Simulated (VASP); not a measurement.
Space group Fm-3m (No. 225); a = b = c = 5.0986 Å, α = β = γ = 90.00°

```
atom  site  symmetry       x       y       z
----  ----  --------  ------  ------  ------
Li      4a      m-3m  0.0000  0.0000  0.0000
Cl      4b      m-3m  0.5000  0.5000  0.5000
```
(The calculation used a cell of 2 atoms; values per cell refer to that cell.)

Level of theory: TPSS meta-GGA, VASP's PBE PAW potentials (set 64) (plane waves; VASP). Settings: 520 eV cut-off, 9×9×9 Γ-centred mesh, Gaussian smearing of 0.050 eV, potentials Li_sv Cl.

Q: Give the energy at these volumes per atom, relative to the lowest: 15.29, 15.78, 16.27, 16.76, 17.24 Å³.

A: 11.8, 4.1, 0.4, 0.0, 2.5 meV/atom. A third-order Birch-Murnaghan fit gives B0 = 34.1 GPa and B0′ = 4.2.

The compound is LiCl in the rock salt structure. It was relaxed first.
